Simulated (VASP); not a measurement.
Data:

```xyz
63
Lattice="8.7583 0.0000 0.0000 0.0000 8.7583 0.0000 0.0000 0.0000 8.7583" Properties=species:S:1:pos:R:3 pbc="T T T"
Si     4.3673     8.7550     0.0008
Si     6.5746     2.1823     8.7557
Si     6.5749     8.7511     2.1863
Si     8.7564     8.7570     0.0044
Si     2.1818     2.1705     8.7556
Si     4.3723     4.3842     8.7566
Si     6.5858     6.5726     8.7579
Si     2.1819     8.7515     2.1745
Si     4.3084     2.1047     2.1079
Si     6.6439     4.4416     2.1166
Si     4.3724     8.7523     4.3886
Si     6.6582     2.0997     4.4569
Si     6.5872     8.7507     6.5802
Si     8.7580     4.3882     0.0029
Si     2.1890     6.5669     0.0076
Si     0.0053     2.1821     2.1865
Si     2.1735     4.3755     2.1827
Si     4.3817     6.5838     2.1829
Si     0.0035     8.7535     4.3949
Si     2.1744     2.1796     4.3793
Si     6.5780     6.5832     4.3800
Si     2.1909     0.0039     6.5710
Si     4.3818     2.1802     6.5866
Si     6.5783     4.3754     6.5874
Si     0.0033     6.5721     2.1756
Si     0.0047     4.3846     4.3893
Si     2.2007     6.5563     4.4187
Si     0.0067     2.1704     6.5798
Si     2.2002     4.4143     6.5621
Si     4.3430     6.5563     6.5611
Si     8.7534     6.5665     6.5721
C      5.4855     1.0932     1.0974
C      7.6609     3.2714     1.1003
C      7.6654     1.0910     3.2758
C      1.0912     1.0911     1.0951
C      3.2866     3.2934     1.1006
C      5.4621     5.4677     1.1028
C      7.6648     7.6634     1.0962
C      3.2878     1.0971     3.2980
C      7.6577     5.4675     3.2991
C      5.4636     1.0967     5.4743
C      7.6615     3.2930     5.4754
C      7.6661     1.0913     7.6699
C      1.0888     5.4735     1.0948
C      3.2821     7.6670     1.0940
C      1.0908     3.2826     3.2865
C      3.2489     5.5081     3.2521
C      5.4747     7.6671     3.2872
C      1.0910     1.0906     5.4785
C      3.2491     3.2496     5.5112
C      5.5088     5.5072     5.5115
C      7.6670     7.6661     5.4792
C      3.2835     1.0912     7.6709
C      5.4747     3.2830     7.6699
C      7.6662     5.4733     7.6721
C      1.0940     7.6615     3.2960
C      1.0830     5.4753     5.4801
C      3.2820     7.6739     5.4793
C      1.0931     3.2924     7.6683
C      3.2815     5.4752     7.6788
C      5.4655     7.6625     7.6684
C      1.0931     7.6639     7.6679
V      4.3387     4.4202     4.4204
```
Cell charge +1.

Calculation: HSE06 screened hybrid, VASP's PBE PAW potentials (set 64) (plane waves; VASP). Numerical set-up: PREC = Normal, LREAL = Auto, ISYM = 0, NELECT = 260.0, EDIFF = 1E-5, 400 eV cut-off, 1×1×1 Γ-centred mesh, Gaussian smearing of 0.050 eV, potentials Si C V_sv.

The cell is charged, with a uniform compensating background. The supercell is sampled at Γ alone, which is coarse: total energies, pressure and levels can be off, energies of defects by several tenths of an eV.

Q: Predict the energy per atom (σ→0).

A: 
```json
{
 "energy per atom (σ→0)": "-8.804 eV/atom"
}
```

The absolute energy has meaning only against runs of the same code, potentials and settings.

The cell is a supercell with a defect, built from SiC (zinc blende): V_Si-vac_C, charge +1. The cell's shape comes from a PBE relaxation. The run is not spin-polarised, so no magnetic state was tried. The run is not spin-polarised, so no state with unpaired spins was tried.
